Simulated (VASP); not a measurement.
# SrO: exact exchange and RPA correlation, part 4 of 6

How do semilocal functionals compare with the RPA for SrO, and at what cost? The scan starts from a database cell scaled to its smallest volume. The cell is of the rock-salt type. The start is a cell from a database of measured crystal structures.

VASP 6.6.1, plane waves and PAW; the level of theory is named at each step.

So far. Step 16 (Orbitals, volume ratio 1): The run ends at a pressure of 2.38 GPa. Step 17 (Exact exchange, volume ratio 1): The Hartree-Fock energy on these orbitals is -14.9271 eV an atom.

The database entry behind the starting cell differs from other determinations of this structure, so it need not match the best structure at room temperature.

**18. Empty bands, volume ratio 1**

This step: PBE; plane waves and PAW (Sr_sv_GW, O_GW) (VASP 6.6.1).

The empty bands are made again, for the run that follows.

File INCAR:

```
SYSTEM = SrO
PREC = Accurate
ENCUT = 460
ISMEAR = 0
SIGMA = 0.05
LREAL = .FALSE.
GGA = PE
NBANDS = 768
ALGO = Exact
NELM = 1
LWAVE = .TRUE.
LCHARG = .FALSE.
LOPTICS = .TRUE.
NEDOS = 1000
CSHIFT = 0.1
```

File POSCAR:

```
SrO
1.0
    0.0000000000      2.5663000000      2.5663000000
    2.5663000000      0.0000000000      2.5663000000
    2.5663000000      2.5663000000      0.0000000000
Sr O
1 1
Direct
    0.5000000000      0.5000000000      0.5000000000
    0.0000000000      0.0000000000      0.0000000000
```

File KPOINTS:

```
Automatic mesh
0
Gamma
4 4 4
0 0 0
```

PAW data sets: Sr_sv_GW and O_GW (PBE family, release 64).

The run is started by

```
> mpirun -np 8 vasp_std
```

The log of the run:

```text
[banner, memory and clock lines left out]
running    8 mpi-ranks, on    1 nodes
[...]
[... a notice as in an earlier step ...]

 LDA part: xc-table for (Slater+PW92), standard interpolation
 found WAVECAR, reading the header
  number of bands has changed, file:    14 present:   768
  trying to continue reading WAVECAR, but it might fail
 POSCAR, INCAR and KPOINTS ok, starting setup
[...]
reading WAVECAR
 random initialization beyond band           14
 the WAVECAR file was read successfully
 initial charge from wavefunction
 entering main loop
       N       E                     dE             d eps       ncg     rms          rms(c)
DIA:   1    -0.167985E+02   -0.16799E+02    0.00000E+00     0   0.000E+00
   1 F= -.16798518E+02 E0= -.16798518E+02  d E =-.126307E-54
 writing wavefunctions
 optical routines
 imaginary and real dielectric function
 recalculating local potential from charge density
 direction            1
 direction            2
 direction            3
```

It took 5.2 s on 8 MPI ranks of AMD EPYC 7R43, shared host; peak memory 0.91 GiB; 37 s of CPU time.

OUTCAR, selected parts (step 18):

```text
  Total        0.5012113      0.5012113      0.5012113     -0.0000000     -0.0000000      0.0000000
  in kB       23.7563178     23.7563178     23.7563178     -0.0000000     -0.0000000      0.0000000
  external PRESSURE =      23.7563178 kB  Pullay stress =       0.0000000 kB

  FREE ENERGIE OF THE ION-ELECTRON SYSTEM (eV)
  ---------------------------------------------------
  free  energy   TOTEN  =       -16.7985178487 eV

  energy  without entropy=      -16.7985178487  energy(sigma->0) =      -16.79851785

[... 2 parts as in an earlier step ...]

[... 2 further parts left out ...]
[key lines of the parts left out:]
E-fermi :   3.7675
```

WAVECAR now holds 768 bands for 16 electrons.

**19. RPA correlation, volume ratio 1**

This step: RPA correlation on PBE orbitals; plane waves and PAW (Sr_sv_GW, O_GW) (VASP 6.6.1).

RPA correlation at this point.

File INCAR:

```
SYSTEM = SrO
PREC = Accurate
ENCUT = 460
ISMEAR = 0
SIGMA = 0.05
LREAL = .FALSE.
GGA = PE
NBANDS = 768
ALGO = ACFDT
ENCUTGW = 200
NOMEGA = 12
PRECFOCK = Fast
LWAVE = .FALSE.
LCHARG = .FALSE.
```

POSCAR is that of step 18.

KPOINTS is that of step 18.

The run is started by

```
> mpirun -np 8 vasp_std
```

The log of the run:

```text
[banner, memory and clock lines left out]
running    8 mpi-ranks, on    1 nodes
[...]
[... a notice as in an earlier step ...]

 LDA part: xc-table for (Slater+PW92), standard interpolation
 found WAVECAR, reading the header
 POSCAR, INCAR and KPOINTS ok, starting setup
[...]
reading WAVECAR
 the WAVECAR file was read successfully
 initial charge from wavefunction
 available memory per node:     95.09 GB, setting MAXMEM to     97375

 The Fermi energy was updated, please check that it is located mid-gap
 values below the HOMO (VB) or above the LUMO (CB) will cause erroneous energies
 E-fermi :   4.8725

 the WAVEDER file was read successfully
 set NWRITE>2 for more details about minimax calculation
 number of imaginary grid points requested:      12
 number of distinct grids requested:  1
 quadrature errors minimized for energies in [ 0.330E+01, 0.482E+03 ]
 bosonic grid (T=0, re) determined with error: 0.7018E-08
 bosonic grid (re): 0.7018E-08
[...]
NQ=   2    0.2500    0.0000    0.0000,
|.........|.........|.........|.........
 performed       9338000 updates of chi_q(r,r)
 total number of BLAS operations       3622.07 Gflops
NQ=   3    0.5000    0.0000    0.0000,
|.........|.........|.........|.........
 performed      14007000 updates of chi_q(r,r)
 total number of BLAS operations       5563.96 Gflops
NQ=   4    0.2500    0.2500    0.0000,
|.........|.........|.........|.........
 performed      18676000 updates of chi_q(r,r)
 total number of BLAS operations       7339.24 Gflops
NQ=   5    0.5000    0.2500    0.0000,
|.........|.........|.........|.........
 performed      23345000 updates of chi_q(r,r)
 total number of BLAS operations       9082.10 Gflops
NQ=   6   -0.2500    0.2500    0.0000,
|.........|.........|.........|.........
 performed      28014000 updates of chi_q(r,r)
 total number of BLAS operations      10857.38 Gflops
NQ=   7    0.5000    0.5000    0.0000,
|.........|.........|.........|.........
 performed      32683000 updates of chi_q(r,r)
 total number of BLAS operations      12698.41 Gflops
NQ=   8   -0.2500    0.5000    0.2500,
|.........|.........|.........|.........
 performed      37352000 updates of chi_q(r,r)
 total number of BLAS operations      14314.56 Gflops
 entering main loop
```

Elapsed: 97 s, on 8 MPI ranks; peak memory 1.6 GiB; 13 min of CPU time.

Parts of OUTCAR (step 19):

```text
      cutoff energy     smooth cutoff   RPA   correlation   Hartree contr. to MP2
---------------------------------------------------------------------------------
            200.000           160.000      -21.2684597663      -32.7277293209
            190.476           152.381      -20.9497170517      -32.3320649693
            181.406           145.125      -20.6250624334      -31.9242024516
            172.768           138.214      -20.2895141004      -31.4974132839
            164.541           131.632      -19.9413390687      -31.0490992684
            156.705           125.364      -19.5892542176      -30.5897315707
            149.243           119.394      -19.2268659993      -30.1101415878
            142.136           113.709      -18.8544843752      -29.6105101913
  linear regression

[... 2 parts as in an earlier step ...]

[... 2 further parts left out ...]
[key lines of the parts left out:]
E-fermi :   4.8725
```

The correlation energy is -12.408 eV an atom, +10 meV against the point before. With exact exchange the total is -27.3352 eV an atom.

**20. Comparison: r2SCAN, volume ratio 1**

This step: r2SCAN; plane waves and PAW (Sr_sv_GW, O_GW) (VASP 6.6.1).

The comparison at this point.

File INCAR:

```
SYSTEM = SrO
PREC = Accurate
ENCUT = 460
EDIFF = 1E-06
NELM = 100
ISMEAR = 0
SIGMA = 0.05
LREAL = .FALSE.
ALGO = Normal
METAGGA = R2SCAN
LASPH = .TRUE.
NBANDS = 14
LWAVE = .FALSE.
LCHARG = .FALSE.
KPAR = 8
```

POSCAR is that of step 19.

KPOINTS is that of step 19.

The run is started by

```
> mpirun -np 8 vasp_std
```

The log of the run:

```text
[... set-up lines as in an earlier step ...]
 entering main loop
       N       E                     dE             d eps       ncg     rms          rms(c)
DAV:   1     0.800039E+02    0.80004E+02   -0.71185E+03   224   0.976E+02
DAV:   2    -0.368598E+02   -0.11686E+03   -0.10316E+03   310   0.316E+02
DAV:   3    -0.426879E+02   -0.58281E+01   -0.57850E+01   318   0.598E+01
DAV:   4    -0.427905E+02   -0.10265E+00   -0.10264E+00   290   0.680E+00
[...]
DAV:  14    -0.318082E+02    0.86215E-04   -0.14795E-04   328   0.142E-01    0.373E-02
DAV:  15    -0.318082E+02    0.82206E-05   -0.21315E-05   328   0.565E-02    0.160E-02
DAV:  16    -0.318082E+02   -0.30863E-06   -0.90718E-07   128   0.112E-02
   1 F= -.31808226E+02 E0= -.31808226E+02  d E =-.207795E-11
```

Run time: 15 s. Hardware: 8 MPI ranks; peak memory 1.1 GiB; 1.9 min of CPU time.

OUTCAR, selected parts (step 20):

```text
  Total        0.0931344      0.0931344      0.0931344      0.0000000     -0.0000000      0.0000000
  in kB        4.4143647      4.4143647      4.4143647      0.0000000     -0.0000000      0.0000000
  external PRESSURE =       4.4143647 kB  Pullay stress =       0.0000000 kB

 POSITION                                       TOTAL-FORCE (eV/Angst)
 -----------------------------------------------------------------------------------
      2.56630      2.56630      2.56630         0.000000     -0.000000      0.000000
      0.00000      0.00000      0.00000        -0.000000      0.000000     -0.000000
 -----------------------------------------------------------------------------------
    total drift:                                0.000000      0.000000      0.000000

  FREE ENERGIE OF THE ION-ELECTRON SYSTEM (eV)
  ---------------------------------------------------
  free  energy   TOTEN  =       -31.8082261231 eV

  energy  without entropy=      -31.8082261231  energy(sigma->0) =      -31.80822612

[... 2 parts as in an earlier step ...]

[... 1 further part left out ...]
[key lines of the parts left out:]
E-fermi :   3.1082
```

Its energy is -15.9041 eV an atom, on a zero of its own.

**21. Orbitals for comparison: HSE06, volume ratio 1**

This step: PBE; plane waves and PAW (Sr_sv_GW, O_GW) (VASP 6.6.1).

Starting orbitals, as before.

File INCAR:

```
SYSTEM = SrO
PREC = Accurate
ENCUT = 460
EDIFF = 1E-05
NELM = 100
ISMEAR = 0
SIGMA = 0.05
LREAL = .FALSE.
ALGO = Normal
GGA = PE
NBANDS = 14
LORBIT = 11
LWAVE = .TRUE.
LCHARG = .FALSE.
KPAR = 8
```

POSCAR is that of step 20.

KPOINTS is that of step 20.

The run is started by

```
> mpirun -np 8 vasp_std
```

The log of the run:

```text
[... set-up lines as in an earlier step ...]
 entering main loop
       N       E                     dE             d eps       ncg     rms          rms(c)
[... 12 cycles as in an earlier step ...]
DAV:  13    -0.167985E+02    0.13140E-05   -0.10960E-05   204   0.345E-02
   1 F= -.16798518E+02 E0= -.16798518E+02  d E =-.589153E-13
 writing wavefunctions
```

Run time: 3.4 s. Hardware: 8 MPI ranks; peak memory 1.1 GiB; 21 s of CPU time.

Parts of OUTCAR (step 21):

```text
  Total        0.5082107      0.5082107      0.5082107     -0.0000000     -0.0000000      0.0000000
  in kB       24.0880780     24.0880780     24.0880780     -0.0000000     -0.0000000      0.0000000
  external PRESSURE =      24.0880780 kB  Pullay stress =       0.0000000 kB

 POSITION                                       TOTAL-FORCE (eV/Angst)
 -----------------------------------------------------------------------------------
      2.56630      2.56630      2.56630         0.000000      0.000000      0.000000
      0.00000      0.00000      0.00000        -0.000000     -0.000000     -0.000000
 -----------------------------------------------------------------------------------
    total drift:                                0.000000      0.000000      0.000000

  FREE ENERGIE OF THE ION-ELECTRON SYSTEM (eV)
  ---------------------------------------------------
  free  energy   TOTEN  =       -16.7985180656 eV

  energy  without entropy=      -16.7985180656  energy(sigma->0) =      -16.79851807

[... 2 parts as in an earlier step ...]

[... 1 further part left out ...]
[key lines of the parts left out:]
E-fermi :   3.4637
```

The run ends at a pressure of 2.41 GPa.

**22. Comparison: HSE06, volume ratio 1**

This step: HSE06; plane waves and PAW (Sr_sv_GW, O_GW) (VASP 6.6.1).

The comparison at this point.

File INCAR:

```
SYSTEM = SrO
PREC = Accurate
ENCUT = 460
EDIFF = 1E-06
NELM = 100
ISMEAR = 0
SIGMA = 0.05
LREAL = .FALSE.
ALGO = Normal
LHFCALC = .TRUE.
AEXX = 0.25
GGA = PE
HFSCREEN = 0.2
LASPH = .TRUE.
NBANDS = 14
PRECFOCK = Fast
LWAVE = .FALSE.
LCHARG = .FALSE.
KPAR = 8
```

POSCAR is that of step 21.

KPOINTS is that of step 21.

The run starts from files that an earlier step left in the folder.

The run is started by

```
> mpirun -np 8 vasp_std
```

The log of the run:

```text
[... set-up lines as in an earlier step ...]
 entering main loop
       N       E                     dE             d eps       ncg     rms          rms(c)
DAV:   1    -0.195262E+02   -0.19526E+02   -0.23821E-01   236   0.734E+00    0.168E+00
DAV:   2    -0.195226E+02    0.35270E-02   -0.17208E-02   318   0.173E+00    0.497E-01
DAV:   3    -0.195220E+02    0.66871E-03   -0.29946E-03   266   0.477E-01    0.294E-01
DAV:   4    -0.195214E+02    0.53461E-03   -0.54479E-04   248   0.352E-01    0.145E-01
DAV:   5    -0.195213E+02    0.13028E-03   -0.22946E-04   272   0.199E-01    0.850E-02
DAV:   6    -0.195213E+02    0.44878E-04   -0.17630E-05   236   0.617E-02    0.511E-02
DAV:   7    -0.195213E+02    0.11900E-04   -0.88216E-06   296   0.344E-02    0.275E-02
DAV:   8    -0.195213E+02    0.28752E-05   -0.28301E-06   260   0.259E-02    0.174E-02
DAV:   9    -0.195213E+02    0.61633E-06   -0.98509E-07   160   0.159E-02
   1 F= -.19521251E+02 E0= -.19521251E+02  d E =-.354488E-23
```

Wall time 24 s (8 MPI ranks); peak memory 1.8 GiB; 3.1 min of CPU time.

OUTCAR, selected parts (step 22):

```text
 POSITION                                       TOTAL-FORCE (eV/Angst)
 -----------------------------------------------------------------------------------
      2.56630      2.56630      2.56630        -0.000000     -0.000000      0.000000
      0.00000      0.00000      0.00000         0.000000      0.000000     -0.000000
 -----------------------------------------------------------------------------------
    total drift:                                0.000000      0.000000      0.000000

  FREE ENERGIE OF THE ION-ELECTRON SYSTEM (eV)
  ---------------------------------------------------
  free  energy   TOTEN  =       -19.5212512907 eV

  energy  without entropy=      -19.5212512907  energy(sigma->0) =      -19.52125129

[... 2 parts as in an earlier step ...]

[... 1 further part left out ...]
[key lines of the parts left out:]
E-fermi :   2.4712
```

Its energy is -9.7606 eV an atom, on a zero of its own.

**23. Orbitals, volume ratio 1.03**

This step: PBE; plane waves and PAW (Sr_sv_GW, O_GW) (VASP 6.6.1).

The same chain follows at a volume ratio of 1.03.

File INCAR:

```
SYSTEM = SrO
PREC = Accurate
ENCUT = 460
EDIFF = 1E-08
NELM = 100
ISMEAR = 0
SIGMA = 0.05
LREAL = .FALSE.
ALGO = Normal
GGA = PE
NBANDS = 14
LORBIT = 11
LWAVE = .TRUE.
LCHARG = .FALSE.
KPAR = 8
```

File POSCAR:

```
SrO
1.0
    0.0000000000      2.5917105635      2.5917105635
    2.5917105635      0.0000000000      2.5917105635
    2.5917105635      2.5917105635      0.0000000000
Sr O
1 1
Direct
    0.5000000000      0.5000000000      0.5000000000
    0.0000000000      0.0000000000      0.0000000000
```

KPOINTS is that of step 22.

The run is started by

```
> mpirun -np 8 vasp_std
```

The log of the run:

```text
[... set-up lines as in an earlier step ...]
 entering main loop
       N       E                     dE             d eps       ncg     rms          rms(c)
DAV:   1     0.101404E+03    0.10140E+03   -0.75157E+03   224   0.976E+02
DAV:   2    -0.151750E+02   -0.11658E+03   -0.10194E+03   292   0.306E+02
DAV:   3    -0.204407E+02   -0.52657E+01   -0.52261E+01   324   0.556E+01
DAV:   4    -0.205237E+02   -0.83008E-01   -0.83005E-01   278   0.635E+00
[...]
DAV:  17    -0.168109E+02   -0.40436E-07   -0.28732E-09   118   0.465E-04    0.401E-04
DAV:  18    -0.168109E+02   -0.10770E-07   -0.62490E-10   112   0.298E-04    0.219E-04
DAV:  19    -0.168109E+02    0.21191E-09   -0.18341E-10   112   0.216E-04
   1 F= -.16810892E+02 E0= -.16810892E+02  d E =-.298940E-14
 writing wavefunctions
```

Wall time 4.6 s (8 MPI ranks); peak memory 1.1 GiB; 31 s of CPU time.

OUTCAR, selected parts (step 23):

```text
  Total       -0.0818462     -0.0818462     -0.0818462      0.0000000      0.0000000      0.0000000
  in kB       -3.7663394     -3.7663394     -3.7663394      0.0000000      0.0000000      0.0000000
  external PRESSURE =      -3.7663394 kB  Pullay stress =       0.0000000 kB

 POSITION                                       TOTAL-FORCE (eV/Angst)
 -----------------------------------------------------------------------------------
      2.59171      2.59171      2.59171        -0.000000      0.000000     -0.000000
      0.00000      0.00000      0.00000         0.000000     -0.000000      0.000000
 -----------------------------------------------------------------------------------
    total drift:                                0.000000      0.000000      0.000000

  FREE ENERGIE OF THE ION-ELECTRON SYSTEM (eV)
  ---------------------------------------------------
  free  energy   TOTEN  =       -16.8108916567 eV

  energy  without entropy=      -16.8108916567  energy(sigma->0) =      -16.81089166

[... 1 part as in an earlier step ...]

[... 2 further parts left out ...]
[key lines of the parts left out:]
E-fermi :   3.2988
```

The run ends at a pressure of -0.38 GPa.

**24. Exact exchange, volume ratio 1.03**

This step: Hartree-Fock energy on PBE orbitals; plane waves and PAW (Sr_sv_GW, O_GW) (VASP 6.6.1).

Exact exchange at this point.

File INCAR:

```
SYSTEM = SrO
PREC = Accurate
ENCUT = 460
ISMEAR = 0
SIGMA = 0.05
LREAL = .FALSE.
GGA = PE
NBANDS = 14
ALGO = Eigenval
NELM = 1
LHFCALC = .TRUE.
AEXX = 1
ALDAC = 0
AGGAC = 0
PRECFOCK = Normal
LWAVE = .FALSE.
LCHARG = .FALSE.
```

POSCAR is that of step 23.

KPOINTS is that of step 23.

The WAVECAR or CHGCAR of an earlier step is read.

The run is started by

```
> mpirun -np 8 vasp_std
```

The log of the run:

```text
[... set-up lines as in an earlier step ...]
 entering main loop
       N       E                     dE             d eps       ncg     rms          rms(c)
EIG:   1    -0.298735E+02   -0.29873E+02    0.00000E+00     0   0.000E+00
   1 F= -.29873477E+02 E0= -.29873477E+02  d E =-.173966E-10
```

It took 8 s on 8 MPI ranks; peak memory 0.66 GiB; 58 s of CPU time.

Parts of OUTCAR (step 24):

```text
 POSITION                                       TOTAL-FORCE (eV/Angst)
 -----------------------------------------------------------------------------------
      2.59171      2.59171      2.59171        -0.000000      0.000000      0.000000
      0.00000      0.00000      0.00000         0.000000     -0.000000     -0.000000
 -----------------------------------------------------------------------------------
    total drift:                               -0.000000     -0.000000     -0.000000

  FREE ENERGIE OF THE ION-ELECTRON SYSTEM (eV)
  ---------------------------------------------------
  free  energy   TOTEN  =       -29.8734770866 eV

  energy  without entropy=      -29.8734770866  energy(sigma->0) =      -29.87347709

[... 2 parts as in an earlier step ...]

[... 1 further part left out ...]
[key lines of the parts left out:]
E-fermi :   3.2529
```

The Hartree-Fock energy on these orbitals is -14.9367 eV an atom.

**25. Empty bands, volume ratio 1.03**

This step: PBE; plane waves and PAW (Sr_sv_GW, O_GW) (VASP 6.6.1).

The empty bands are made again, for the run that follows.

File INCAR:

```
SYSTEM = SrO
PREC = Accurate
ENCUT = 460
ISMEAR = 0
SIGMA = 0.05
LREAL = .FALSE.
GGA = PE
NBANDS = 784
ALGO = Exact
NELM = 1
LWAVE = .TRUE.
LCHARG = .FALSE.
LOPTICS = .TRUE.
NEDOS = 1000
CSHIFT = 0.1
```

POSCAR is that of step 24.

KPOINTS is that of step 24.

The run is started by

```
> mpirun -np 8 vasp_std
```

The log of the run:

```text
[banner, memory and clock lines left out]
running    8 mpi-ranks, on    1 nodes
[...]
[... a notice as in an earlier step ...]

 LDA part: xc-table for (Slater+PW92), standard interpolation
 found WAVECAR, reading the header
  number of bands has changed, file:    14 present:   784
  trying to continue reading WAVECAR, but it might fail
 POSCAR, INCAR and KPOINTS ok, starting setup
[...]
reading WAVECAR
 random initialization beyond band           14
 the WAVECAR file was read successfully
 initial charge from wavefunction
 entering main loop
       N       E                     dE             d eps       ncg     rms          rms(c)
DIA:   1    -0.168109E+02   -0.16811E+02    0.00000E+00     0   0.000E+00
   1 F= -.16810892E+02 E0= -.16810892E+02  d E =-.943202E-24
 writing wavefunctions
 optical routines
 imaginary and real dielectric function
 recalculating local potential from charge density
 direction            1
 direction            2
 direction            3
```

It took 6 s on 8 MPI ranks; peak memory 0.9 GiB.

Parts of OUTCAR (step 25):

```text
  Total       -0.0818401     -0.0818401     -0.0818401      0.0000000      0.0000000      0.0000000
  in kB       -3.7660602     -3.7660602     -3.7660602      0.0000000      0.0000000      0.0000000
  external PRESSURE =      -3.7660602 kB  Pullay stress =       0.0000000 kB

 POSITION                                       TOTAL-FORCE (eV/Angst)
 -----------------------------------------------------------------------------------
      2.59171      2.59171      2.59171        -0.000000     -0.000000     -0.000000
      0.00000      0.00000      0.00000         0.000000      0.000000      0.000000
 -----------------------------------------------------------------------------------
    total drift:                                0.000000      0.000000      0.000000

  FREE ENERGIE OF THE ION-ELECTRON SYSTEM (eV)
  ---------------------------------------------------
  free  energy   TOTEN  =       -16.8108916559 eV

  energy  without entropy=      -16.8108916559  energy(sigma->0) =      -16.81089166

[... 1 part as in an earlier step ...]

[... 2 further parts left out ...]
[key lines of the parts left out:]
E-fermi :   3.3888
```

WAVECAR now holds 784 bands for 16 electrons.

[end of part 4 of 6]

[Long decimals in the printed logs are rounded to 6 places.]

[Lines on the potential files, build, host, timing and source positions are cut from VASP's logs without a mark.]

[Logs are printed without paths, hosts, clocks, repeated set-up lines and the standing remarks that a program may print on its own settings, such as how far it seeks lower states.]

[Hosts, paths, dates, database ids (printed as entryN), source tags and the programs' standing remarks are cut or masked in the printed files.]

[Measured values are set beside computed ones only where the two were judged alike; some that the calculation misses by far are left out.]

[Pressures printed for these runs are not shown converged in the cutoff: they can be off by several GPa and have the wrong sign.]
